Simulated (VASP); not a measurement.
OSZICAR of a VASP run on TiAl (L1_0):

File OSZICAR:
```
       N       E                     dE             d eps       ncg     rms          rms(c)
DAV:   1     0.885753962578E+02    0.88575E+02   -0.71916E+03  3086   0.134E+03
DAV:   2    -0.796890852849E+01   -0.96544E+02   -0.93829E+02  3116   0.329E+02
DAV:   3    -0.135197013038E+02   -0.55508E+01   -0.53168E+01  4844   0.763E+01
DAV:   4    -0.136963343874E+02   -0.17663E+00   -0.17426E+00  3814   0.119E+01
DAV:   5    -0.137038926376E+02   -0.75583E-02   -0.75490E-02  4524   0.226E+00    0.108E+01
DAV:   6    -0.123563683844E+02    0.13475E+01   -0.10607E+01  3743   0.375E+01    0.337E+00
DAV:   7    -0.122590889535E+02    0.97279E-01   -0.80187E-01  3507   0.101E+01    0.222E+00
DAV:   8    -0.122520638756E+02    0.70251E-02   -0.12517E-01  3461   0.401E+00    0.466E-01
DAV:   9    -0.122514986159E+02    0.56526E-03   -0.20390E-02  3881   0.190E+00    0.248E-01
DAV:  10    -0.122518343860E+02   -0.33577E-03   -0.14048E-03  3769   0.440E-01    0.568E-02
DAV:  11    -0.122518077708E+02    0.26615E-04   -0.32634E-04  3787   0.213E-01    0.488E-02
DAV:  12    -0.122518099386E+02   -0.21678E-05   -0.33898E-05  3483   0.676E-02    0.965E-03
DAV:  13    -0.122518096568E+02    0.28183E-06   -0.77726E-07  4052   0.989E-03    0.597E-03
DAV:  14    -0.122518098412E+02   -0.18444E-06   -0.59312E-07  3333   0.105E-02    0.377E-04
DAV:  15    -0.122518098423E+02   -0.10828E-08   -0.20157E-08  1744   0.149E-03
   1 F= -.95218653E+01 E0= -.95220069E+01  d E =-.952187E+01
       N       E                     dE             d eps       ncg     rms          rms(c)
DAV:   1    -0.122496400795E+02    0.21698E-02   -0.37242E-03  3548   0.102E+00    0.117E-01
DAV:   2    -0.122494797939E+02    0.16029E-03   -0.12935E-03  3597   0.469E-01    0.306E-02
DAV:   3    -0.122494598346E+02    0.19959E-04   -0.13654E-04  3767   0.115E-01    0.100E-02
DAV:   4    -0.122494613959E+02   -0.15612E-05   -0.19334E-05  4256   0.328E-02    0.650E-03
DAV:   5    -0.122494648967E+02   -0.35008E-05   -0.55736E-06  4003   0.171E-02    0.247E-03
DAV:   6    -0.122494653083E+02   -0.41162E-06   -0.11800E-06  4281   0.726E-03    0.127E-03
DAV:   7    -0.122494654959E+02   -0.18764E-06   -0.17835E-07  2805   0.423E-03    0.107E-03
DAV:   8    -0.122494654348E+02    0.61127E-07   -0.33746E-08  1591   0.225E-03
   2 F= -.95218684E+01 E0= -.95220114E+01  d E =-.304608E-05
```

Question: Which electronic solver shows in the log?

Answer: It is blocked Davidson (ALGO = Normal, or the opening steps of other solvers). The INCAR had ALGO = Normal.

Question: Can the final energy be trusted as converged?

Answer: Self-consistency was reached. It stopped with EDIFF = 1E-7, NELM = 100, NSW = 40 and EDIFFG = -0.01 after 2 ionic steps (PBE GGA, plane waves, VASP's PBE PAW potentials (set 64)).

The compound is TiAl in the L1_0 structure. This run relaxes it under an external pressure of 15 GPa. Symmetry was kept, so distortions that lower it aren't found. The electron count is odd and the run is not spin-polarised, which forces a metal.
